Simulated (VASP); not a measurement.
Consider the following.

```
Ni
1.0
    0.00000     1.74084     1.74084
    1.74084     0.00000     1.74084
    1.74084     1.74084     0.00000
Ni
1
Cartesian
  0.00000   0.00000   0.00000
```
Starting moments (μB, in the order of the record's atoms Ni): 0.8.

Calculation: r2SCAN meta-GGA, VASP's PBE PAW potentials (set 64) (plane waves; VASP). Numerical set-up: 480 eV cut-off, 16×16×16 Γ-centred mesh, first-order Methfessel-Paxton smearing of 0.10 eV, potentials Ni.

**Question.** Estimate the cell moment, energy per atom (σ→0), band gap (on the k-mesh) with the smallest direct gap where there is one.

**Answer.** 
```
Quantity                                                    Result
------------------------  ----------------------------------------
band gap (on the k-mesh)  none (metal, semimetal or under 0.01 eV)
cell moment                                                0.75 μB
energy per atom (σ→0)                              -11.944 eV/atom
```

**Question.** Give the moment on each site (PAW-sphere projection).

**Answer.** 
```csv
site,moment (μB)
Ni1,0.77
```

Total energies compare only between runs with the same potentials, cut-off and functional.

The compound is Ni in the fcc structure. It was relaxed first. The start is the result of an earlier pass.
